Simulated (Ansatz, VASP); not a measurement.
# Cross-check of PN (honeycomb PN monolayer) between VASP and Ansatz

One calculation is typed for both programs; each brings its own data sets. How far apart do they land? The cell is taken from a series of runs on this material, whose earlier steps may have relaxed, scaled, displaced or heated it; both programs get it as it stands.

Program: Ansatz 0.2.0. Level of theory: plane waves, with VASP 6.6.1 beside it; single point at PBE with D3(BJ). Results are calculated unless marked as measured.

## 1. The structure

The cell holds 2 atoms: 1 N and 1 P. Its edges and angles: a = 2.716 Å, b = 2.716 Å, c = 18.869 Å, α = 90.0°, β = 90.0°, γ = 120.0°. Vacuum lies along c.

As a file:

```xyz
2
Lattice="2.7155 0.0000 0.0000 -1.3578 2.3517 0.0000 0.0000 0.0000 18.8690" Properties=species:S:1:pos:R:3
N     1.3578    0.7839    9.0000
P     0.0000    1.5678    9.8690
```

## 2. VASP: single point, PBE with D3(BJ)

A single point gives forces, pressure and levels at one fixed geometry, so differences don't come from the geometry; what else differs is listed under the comparison.

Lines of VASP's logs that name or quote its potential files are left out, and so is its time.

INCAR reads:

```
SYSTEM = PN
PREC = Accurate
ENCUT = 520
EDIFF = 1E-06
NELM = 120
ISMEAR = -1
SIGMA = 0.02585
LREAL = .FALSE.
ALGO = Normal
GGA = PE
IVDW = 12
NBANDS = 11
LORBIT = 11
LWAVE = .FALSE.
LCHARG = .FALSE.
ISIF = 2
LDIPOL = .TRUE.
IDIPOL = 3
DIPOL = 0.5 0.5 0.5
LVHAR = .TRUE.
LASPH = .TRUE.
GGA_COMPAT = .FALSE.
EFERMI = MIDGAP
NELMDL = -8
```

POSCAR reads:

```
PN
1.0
    2.7155131547      0.0000000000      0.0000000000
   -1.3577565773      2.3517033763      0.0000000000
    0.0000000000      0.0000000000     18.8689544477
N P
1 1
Direct
    0.6666666667      0.3333333333      0.4769739640
    0.3333333334      0.6666666666      0.5230260360
```

KPOINTS reads:

```
Automatic mesh
0
Gamma
18 18 1
0 0 0
```

The projector-augmented-wave data sets are N and P (PBE family, release 64).

On the command line:

```console
$ mpirun -np 1 vasp_std
```

Numbers of over 12 decimals in the logs are rounded to 6 here.

What it wrote:

```text
[banner, memory and clock lines left out]
running    1 mpi-ranks, on    1 nodes
 distrk:  each k-point on    1 cores,    1 groups
 distr:  one band on    1 cores,    1 groups

 POSCAR found type information on POSCAR N P
 POSCAR found :  2 types and       2 ions
 LDA part: xc-table for (Slater+PW92), standard interpolation
 POSCAR, INCAR and KPOINTS ok, starting setup
 FFT: planning ... GRIDC
 FFT: planning ... GRID_SOFT
 FFT: planning ... GRID
 WAVECAR not read
 entering main loop
       N       E                     dE             d eps       ncg     rms          rms(c)
DAV:   1     0.764060726543E+02    0.76406E+02   -0.37848E+03   814   0.663E+02
DAV:   2    -0.672681281353E+01   -0.83133E+02   -0.72376E+02  1293   0.136E+02
DAV:   3    -0.143263627377E+02   -0.75995E+01   -0.75708E+01  1101   0.563E+01
DAV:   4    -0.144665173653E+02   -0.14015E+00   -0.14007E+00  1362   0.829E+00
DAV:   5    -0.144668297594E+02   -0.31239E-03   -0.31237E-03  1171   0.316E-01
DAV:   6    -0.144668314142E+02   -0.16548E-05   -0.16548E-05  1287   0.228E-02
DAV:   7    -0.144668314194E+02   -0.51382E-08   -0.51164E-08  1238   0.127E-03
DAV:   8    -0.144668314194E+02   -0.28422E-10   -0.48578E-10  1309   0.940E-05    0.116E+01
DAV:   9    -0.132284488899E+02    0.12384E+01   -0.10706E+01  1221   0.187E+01    0.528E+00
DAV:  10    -0.131836563960E+02    0.44792E-01   -0.10588E+00  1169   0.651E+00    0.302E+00
DAV:  11    -0.131759389681E+02    0.77174E-02   -0.70894E-02  1102   0.177E+00    0.220E-01
DAV:  12    -0.131753379533E+02    0.60101E-03   -0.91582E-03  1222   0.590E-01    0.149E-01
DAV:  13    -0.131753839070E+02   -0.45954E-04   -0.10126E-03  1177   0.225E-01    0.593E-02
DAV:  14    -0.131754408063E+02   -0.56899E-04   -0.45489E-05  1076   0.547E-02    0.240E-02
DAV:  15    -0.131754888910E+02   -0.48085E-04   -0.16690E-05  1077   0.290E-02    0.690E-03
DAV:  16    -0.131755245324E+02   -0.35641E-04   -0.36643E-06  1183   0.121E-02    0.364E-03
DAV:  17    -0.131755561484E+02   -0.31616E-04   -0.22984E-06  1097   0.602E-03    0.189E-03
DAV:  18    -0.131755757387E+02   -0.19590E-04   -0.16537E-06  1025   0.433E-03    0.185E-03
DAV:  19    -0.131755821078E+02   -0.63692E-05   -0.75875E-07  1054   0.318E-03    0.551E-04
DAV:  20    -0.131755827589E+02   -0.65110E-06   -0.22270E-08  1010   0.670E-04
   1 F= -.13481672E+02 E0= -.13481672E+02  d E =-.438197E-16
```

From OUTCAR (step 2):

```text
ion  position               nearest neighbor table
   1  0.667  0.333  0.477-   2 1.79   2 1.79   2 1.79
   2  0.333  0.667  0.523-   1 1.79   1 1.79   1 1.79

  LATTYP: Found a hexagonal cell.
 ALAT       =     2.7155131547
 C/A-ratio  =     6.9485778093

 Subroutine GETGRP returns: Found  6 space group operations
 (whereof  6 operations were pure point group operations)

The static configuration has the point symmetry C_3v.

 Found     37 irreducible k-points:

   k-points           NKPTS =     37   k-points in BZ     NKDIM =     37   number of bands    NBANDS=     11

   dimension x,y,z NGX =    20 NGY =   20 NGZ =  140
   dimension x,y,z NGXF=    40 NGYF=   40 NGZF=  280

   ENCUT  =  520.0 eV  38.22 Ry    6.18 a.u.   5.05  5.05 35.08*2*pi/ulx,y,z

   NELECT =      10.0000    total number of electrons

 k-points in reciprocal lattice and weights: Automatic mesh
   0.00000000  0.00000000  0.00000000       0.003
   0.05555556  0.00000000  0.00000000       0.019
   0.11111111  0.00000000  0.00000000       0.019
   0.16666667  0.00000000  0.00000000       0.019
   0.22222222  0.00000000  0.00000000       0.019
   0.27777778 -0.00000000  0.00000000       0.019
   0.33333333  0.00000000  0.00000000       0.019
   0.38888889  0.00000000  0.00000000       0.019
   0.44444444  0.00000000  0.00000000       0.019
[...]
0.33333333  0.27777778  0.00000000       0.037
   0.33333333  0.33333333  0.00000000       0.006

 dipolmoment           0.000000      0.000000     -0.028055 electrons x Angstroem

 average (electrostatic) potential at core
       1 -73.1498       2 -93.6524

 E-fermi :  -3.5476

 k-point     1 :       0.0000    0.0000    0.0000
  band No.  band energies     occupation
      1     -24.1237      2.00000
      2     -12.4009      2.00000
      3      -6.7940      2.00000
      4      -6.7940      2.00000
      5      -5.2623      2.00000
      6       0.3610      0.00000
      7       1.8449      0.00000
      8       2.4189      0.00000
      9       2.4189      0.00000
     10       2.5099      0.00000
    ...

 k-point     2 :       0.0556    0.0000    0.0000
  band No.  band energies     occupation
      1     -24.0598      2.00000
      2     -12.3435      2.00000
      3      -7.1746      2.00000
      4      -6.8806      2.00000
      5      -5.1796      2.00000
      6       0.5731      0.00000
      7       1.9220      0.00000
      8       2.2148      0.00000
      9       2.5312      0.00000
     10       2.6160      0.00000
    ...

 k-point     3 :       0.1111    0.0000    0.0000
  band No.  band energies     occupation
      1     -23.8692      2.00000
      2     -12.1789      2.00000
      3      -8.0930      2.00000
      4      -7.1169      2.00000
      5      -5.0157      2.00000
      6       0.9100      0.00000
      7       1.6739      0.00000
      8       2.3825      0.00000
      9       2.8208      0.00000
     10       2.8774      0.00000
    ...

 Edisp (eV)   -0.30609

  Total      -0.11420    -0.11420    -0.11357    -0.00000     0.00000     0.00000
  in kB      -1.51847    -1.51847    -1.51001    -0.00000     0.00000     0.00000
  external pressure =       -1.52 kB  Pullay stress =        0.00 kB

  energy-cutoff  :      520.00
  volume of cell :      120.50
      direct lattice vectors                 reciprocal lattice vectors
     2.715513155  0.000000000  0.000000000     0.368254522  0.212611848  0.000000000
    -1.357756577  2.351703376  0.000000000     0.000000000  0.425223695  0.000000000
     0.000000000  0.000000000 18.868954448     0.000000000  0.000000000  0.052997107

 POSITION                                       TOTAL-FORCE (eV/Angst)
 -----------------------------------------------------------------------------------
      1.35776      0.78390      9.00000         0.000000     -0.000000      0.105987
      0.00000      1.56780      9.86895        -0.000000      0.000000     -0.105987
 -----------------------------------------------------------------------------------
    total drift:                               -0.000000      0.000000      0.000154

  FREE ENERGIE OF THE ION-ELECTRON SYSTEM (eV)
  ---------------------------------------------------
  free  energy   TOTEN  =       -13.4816721202 eV

  energy  without entropy=      -13.4816721202  energy(sigma->0) =      -13.48167212

 vacuum level on the upper side and lower side of the slab         2.169         2.967

 total charge
# of ion       s       p       d       tot
------------------------------------------
    1        1.279   2.486   0.000   3.765
    2        1.051   1.352   0.000   2.403
--------------------------------------------------
tot          2.330   3.838   0.000   6.169

[... 3 further parts left out ...]
```

## 3. Ansatz: single point, PBE with D3(BJ)

Ansatz runs on its PAW soft_1 files.

The same cell, functional, mesh and smearing now go to Ansatz, which takes its cutoff from its data sets.

input.yaml reads:

```yaml
crystal:
  lattice:
    - [2.7155131547, 0.0, 0.0]
    - [-1.3577565773, 2.3517033763, 0.0]
    - [0.0, 0.0, 18.8689544477]
  atoms:
    - { symbol: "N", position: [0.6666666667, 0.3333333333, 0.476973964] }
    - { symbol: P, position: [0.3333333333, 0.6666666667, 0.523026036] }
kpoints:
  mp_grid: { grid: [18, 18, 1] }
  band_path:
    path: [[0, 0, 0], [0.5, 0, 0], [0.33333333, 0.33333333, 0], [0, 0, 0]]
    npoints: 16
hamiltonian:
  xc: pbe
  dispersion: d3bj
  pseudopotentials: { kind: paw, azcp: { folder: soft_1 } }
scf:
  occupations: { method: fermi_dirac, width: 0.02585 }
  convergence: { dr2_threshold: 1.0e-10 }
efield:
  axis: 3
  dipole_correction: true
  ramp_position: 0.97
  ramp_width: 0.06
  amplitude: 0
output:
  dos: { projected: true, e_range: [-6, 5] }
  write_potential: true
  write_density: true
  volumetric_format: npy
  elf: true
```

On the command line:

```console
$ ansatz run input.yaml --threads 2 --pin off --max-ram 3072MiB --backend cpu --events-out ev --progress --plain --runs-dir out
```

What it wrote:

```text
Engine: ansatz 0.2.0, aarch64-unknown-linux-gnu
Pseudopotentials: kind: paw
Pseudopotential: N, paw, valence charge 5, recommended cutoff 420 eV (normal), soft_1/N.paw.azcp
Pseudopotential: P, paw, valence charge 5, recommended cutoff 420 eV (normal), soft_1/P.paw.azcp
Functional definition: PBE
  parameter kappa = 0.804
  parameter beta = 0.066725
  exchange = pbe_x(kappa = kappa, mu = beta*pi^2/3)
  correlation = pbe_c(beta = beta)
Crystal: 2 atoms, lattice volume = 120.499 Å³
Basis set: ecut = 420 eV, 2385 PW (Γ)
Bands: 9, of which v1, the nominal top of the filled ones, is band 5 counted from 1 (4 counted from 0)
Symmetry: 6 space group operations
Space group: P3m1 (ITA 156), of the structure as read, at distance tolerance 4.9e-5 Å
k-points: 37 of 324 (time reversal used)
Non-local potential: N, projectors of the file, l = 0: 2, l = 1: 2, l = 2: 1
Non-local potential: P, projectors of the file, l = 0: 2, l = 1: 2, l = 2: 1
PAW form: soft (Blöchl's): semilocal exchange-correlation on the pseudo side does not see the compensation charge
PAW one-centre angular grid: N, 110 points (default); XC on 64 Gauss nodes
PAW one-centre angular grid: P, 110 points (default); XC on 64 Gauss nodes
Initial density: superposition of atomic densities (neutral atoms: chi_scale 0, normalization atom)
Initial wavefunctions: pseudopotential atomic-orbital guess
Functional: x = pbe(κ = 0.804, μ = 0.219515), c = pbe(β = 0.066725)
SCF iter   1: F=—  HF=-1140.651593 eV  |F-HF|=—  |Δ(HF+E_count)|=         —  Δρ=6.15e-2  dr2=5.45e0  ethr=3.10e-3  p=0.000 e·Å  D=6.41e-8 V/Å  ΔV_dip=-0.00 eV  dr2_dipole=1.65e-1  V_vac-E_F(+/−)=6.75/6.75 eV  ⟨swp⟩=9.3  Hψ=3738  notcnv=0
efield: sawtooth ramp at fractional position 0.9700 (set: `efield.ramp_position`, or a place that a band, a saddle search or an elastic batch's reference lends), width 0.0600; the density the first Hamiltonian is built on has a dipole p = 0.000 e·Å; the dipole correction subtracts the counter field D = 6.41e-8 V/Å, which shifts the + side's vacuum level by -0.00 eV against the − side's; the planar-averaged density in the ramp window peaks in size at 2.4e-6 e/Å³
preconditioner: auto → none  [insulator: Δε(μ)=2.570 eV  Ē_g=14.843 eV  σ=0.026 eV  W_gap=1.00  n_scr=10 (ndim 8)  ℏωp=10.7 eV  f_vac=0.727  D(μ)=0.00/eV (n_scr^D=0)  ε∞_Penn≈1.5]
SCF iter   2: F=—  HF=-1141.462878 eV  |F-HF|=—  |Δ(HF+E_count)|=   8.11e-1  Δρ=6.47e-2  dr2=1.34e1  ethr=3.10e-3  p=0.234 e·Å  D=3.52e-1 V/Å  ΔV_dip=-6.64 eV  dr2_dipole=1.74e0  V_vac-E_F(+/−)=2.21/8.85 eV  ⟨swp⟩=5.5  Hψ=1605  notcnv=0  recentre
SCF iter   3: F=—  HF=-1139.592382 eV  |F-HF|=—  |Δ(HF+E_count)|=    1.87e0  Δρ=2.56e-2  dr2=1.06e0  ethr=3.10e-3  p=-0.020 e·Å  D=-3.05e-2 V/Å  ΔV_dip=0.58 eV  dr2_dipole=6.85e-2  V_vac-E_F(+/−)=6.73/6.15 eV  ⟨swp⟩=5.0  Hψ=1498  notcnv=0
SCF iter   4: F=—  HF=-1139.383768 eV  |F-HF|=—  |Δ(HF+E_count)|=   2.09e-1  Δρ=8.56e-3  dr2=3.59e-2  ethr=3.10e-3  p=0.012 e·Å  D=1.74e-2 V/Å  ΔV_dip=-0.33 eV  dr2_dipole=1.08e-3  V_vac-E_F(+/−)=6.06/6.39 eV  ⟨swp⟩=3.3  Hψ=1042  notcnv=0
SCF iter   5: F=—  HF=-1139.380957 eV  |F-HF|=—  |Δ(HF+E_count)|=   2.81e-3  Δρ=1.32e-3  dr2=7.68e-3  ethr=3.59e-4  p=0.036 e·Å  D=5.42e-2 V/Å  ΔV_dip=-1.02 eV  dr2_dipole=1.36e-3  V_vac-E_F(+/−)=5.53/6.56 eV  ⟨swp⟩=4.2  Hψ=824  notcnv=0
SCF iter   6: F=—  HF=-1139.379391 eV  |F-HF|=—  |Δ(HF+E_count)|=   1.57e-3  Δρ=4.81e-4  dr2=7.75e-4  ethr=7.68e-5  p=0.029 e·Å  D=4.34e-2 V/Å  ΔV_dip=-0.82 eV  dr2_dipole=1.30e-4  V_vac-E_F(+/−)=5.67/6.49 eV  ⟨swp⟩=3.2  Hψ=572  notcnv=0  defer=1
SCF iter   7: F=—  HF=-1139.379260 eV  |F-HF|=—  |Δ(HF+E_count)|=   1.32e-4  Δρ=7.90e-5  dr2=1.85e-5  ethr=7.75e-6  p=0.026 e·Å  D=3.84e-2 V/Å  ΔV_dip=-0.73 eV  dr2_dipole=2.05e-6  V_vac-E_F(+/−)=5.73/6.46 eV  ⟨swp⟩=3.2  Hψ=601  notcnv=0  defer=2
SCF iter   8: F=—  HF=-1139.379257 eV  |F-HF|=—  |Δ(HF+E_count)|=   2.42e-6  Δρ=2.16e-5  dr2=1.01e-6  ethr=1.85e-7  p=0.026 e·Å  D=3.87e-2 V/Å  ΔV_dip=-0.73 eV  dr2_dipole=1.03e-7  V_vac-E_F(+/−)=5.73/6.46 eV  ⟨swp⟩=2.7  Hψ=576  notcnv=0
SCF iter   9: F=—  HF=-1139.379256 eV  |F-HF|=—  |Δ(HF+E_count)|=   9.64e-7  Δρ=4.09e-6  dr2=1.37e-8  ethr=1.01e-8  p=0.026 e·Å  D=3.88e-2 V/Å  ΔV_dip=-0.73 eV  dr2_dipole=1.57e-9  V_vac-E_F(+/−)=5.73/6.46 eV  ⟨swp⟩=2.5  Hψ=508  notcnv=0
SCF iter  10: F=—  HF=-1139.379256 eV  |F-HF|=—  |Δ(HF+E_count)|=   2.69e-9  Δρ=9.86e-7  dr2=6.09e-10  ethr=1.37e-10  p=0.026 e·Å  D=3.88e-2 V/Å  ΔV_dip=-0.73 eV  dr2_dipole=1.17e-11  V_vac-E_F(+/−)=5.73/6.46 eV  ⟨swp⟩=2.4  Hψ=555  notcnv=0
SCF iter  11: F=-1139.379256 eV  HF=-1139.379256 eV  |F-HF|=6.78e-11  |Δ(HF+E_count)|=  2.24e-10  Δρ=1.93e-7  dr2=8.03e-11  ethr=1.00e-12  p=0.026 e·Å  D=3.88e-2 V/Å  ΔV_dip=-0.73 eV  dr2_dipole=8.76e-12  V_vac-E_F(+/−)=5.73/6.46 eV  ⟨swp⟩=5.5  Hψ=1671  notcnv=0
SCF 1 converged in 11 iterations: F = -1139.379256 eV  dr2 = 8.03e-11
  greatest PAW one-centre occupation: 0.813 electrons in one spin orbital (limit 2), on the N atom at site 0 (counted from 0), in its partial waves of l = 0
NSCF: frozen V_eff on 49 k-points
efield: sawtooth ramp at fractional position 0.9700 (kept from the solve that this one continues, or follows in the run), width 0.0600; the density the first Hamiltonian is built on has a dipole p = 0.026 e·Å; the dipole correction subtracts the counter field D = 3.88e-2 V/Å, which shifts the + side's vacuum level by -0.73 eV against the − side's; the planar-averaged density in the ramp window peaks in size at 3.2e-6 e/Å³
WARN: The output density's exchange-correlation potential varies sharply where the density is thin. Do not read a vacuum level from v_tot or v_xc, or from such a field of the output density. On a cell that repeats whose density bears no net charge and no dipole along the vacuum's axis use v_es (v_loc + v_h of the components); under efield.dipole_correction with no amplitude use v_es + v_field, which holds any externa [...]
SCF converged after 11 iterations
Free energy (F): -1139.379256 eV
Harris-Foulkes:  -1139.379256 eV  (|F-HF|=6.78e-11)
Internal energy: -1139.379256 eV  (E = F + TS)
E sigma→0 (E₀):  -1139.379256 eV
Fermi energy:    -3.184532 eV
Dipole field:    D = 0.038819 V/Å  (p = 0.025850 e·Å, saw-weighted, corrected)
Work function:   Φ+ = 5.7303 eV   Φ− = 6.4628 eV
Levels:          The Fermi level and band energies are counted from a zero that moves with the ramp; work functions are not
--- Per-component energies (eV) ---
  E_band       = -114.399552
  E_kinetic    = 199.121060
  E_local      = -3642.514010  (includes V_loc(G=0)·N_el)
  E_nonlocal   = 67.077402
  E_hartree    = 1712.996866
  E_xc         = -132.652394
  E_vxc        = -136.727950  (∫ρ·V_xc dr)
  E_paw        = -685.589838  (= ΣΔE_a)
  E_vpaw       = -27.351638  (= ΣTr[D̂ρ^β])
  E_aug_tail   = 0.000860  (compensation charges beyond the density's cutoff)
  E_efield     = 0.000502  (sawtooth field / dipole correction)
  E_vefield    = 0.001003  (∫n·V_field dr)
  E_ewald      = 1342.486403
  E_disp       = -0.306107  (pairwise vdW)
  E_smearing   = -0.000000  (= −TS)
  E_closure    = 0.000000  (closes the sum)
  Σ components = -1139.379256   (vs F -1139.379256, Δ=0.00e0)
--- Band table (eV; the first three rows and the last of 37) ---
  k-point 0: bands = ["-23.7925", "-12.0451", "-6.4681", "-6.4681", "-4.9224", "0.6759", "2.2343", "2.7545", "2.7545"]
  k-point 1: bands = ["-23.7286", "-11.9877", "-6.8483", "-6.5545", "-4.8401", "0.8914", "2.2993", "2.5626", "2.8668"]
  k-point 2: bands = ["-23.5382", "-11.8235", "-7.7667", "-6.7901", "-4.6763", "1.2318", "2.0225", "2.7659", "3.1568"]
  k-point 36: bands = ["-19.6712", "-14.6885", "-12.4548", "-6.9679", "-4.9655", "-1.7631", "1.9551", "5.8204", "7.9981"]
```

Reading the cycles: dr2 is the Hartree energy of the density residual (eV), the measure of convergence; HF is the Harris–Foulkes estimate of the energy, which meets the free energy F at convergence.

## 4. Side by side

Known differences besides the potentials themselves: the cutoff is 420 eV in Ansatz and 520 eV in VASP. Total energies have different zeros and are not compared.

The two programs side by side:

| quantity | Ansatz | VASP | difference |
| --- | --- | --- | --- |
| gap on the k mesh (eV) | 1.856 | 1.869 | -0.013 |

A gap on the mesh is an upper bound, since the band edges may lie between its points. With vacuum in the cell, a pressure given here is an average over mostly empty space and none of the material.

## 5. Results

```
difference in gap on the k mesh (single point, PBE with D3(BJ)) : -0.013 eV
```

The difference in gap on the k mesh is -0.013 eV (single point, PBE with D3(BJ)), within the 0.08 eV picked in this series as the mark of a large difference. How closely two codes agree says nothing of how well the functional describes the real material.

[Lines on the potential files, build, host, timing and source positions are cut from VASP's logs without a mark.]

[Logs are printed without paths, hosts, clocks, repeated set-up lines and the standing remarks that a program may print on its own settings, such as how far it seeks lower states.]

[Hosts, paths, dates, database ids (printed as entryN), source tags and the programs' standing remarks are cut or masked in the printed files.]
